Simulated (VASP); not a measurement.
Data:

```
CELL_PARAMETERS angstrom
      0.00000     2.28536     2.28536
      2.28536     0.00000     2.28536
      2.28536     2.28536     0.00000
ATOMIC_POSITIONS crystal
  Mn 0.00000 0.00000 0.00000
  B  0.25000 0.25000 0.25000
```
Starting moments (μB, in the order of the record's atoms Mn B): -2.4 0.4.

Level of theory: r2SCAN meta-GGA, VASP's PBE PAW potentials (set 64) (plane waves; VASP). Run with 520 eV cut-off, 11×11×11 Γ-centred mesh, tetrahedra with Blöchl corrections, potentials Mn_pv B.

What does the run give for the cell moment, energy per atom (σ→0), band gap (over mesh and band path) with the smallest direct gap where there is one?

```
Item                                                                   Value
----------------------------------  ----------------------------------------
band gap (over mesh and band path)  none (metal, semimetal or under 0.01 eV)
cell moment                                                         -2.00 μB
energy per atom (σ→0)                                -1001.0 kJ/mol of atoms
```

Give the moment on each site (PAW-sphere projection).

```
site  moment (μB)
----  -----------
Mn1         -2.40
B2           0.36
```

Only differences to runs with the same potentials and settings are physical.

The structure was generated: MnB was put into the zinc blende type (F-43m), which need not be its known phase. It was relaxed first, which changed the volume by -30 %.
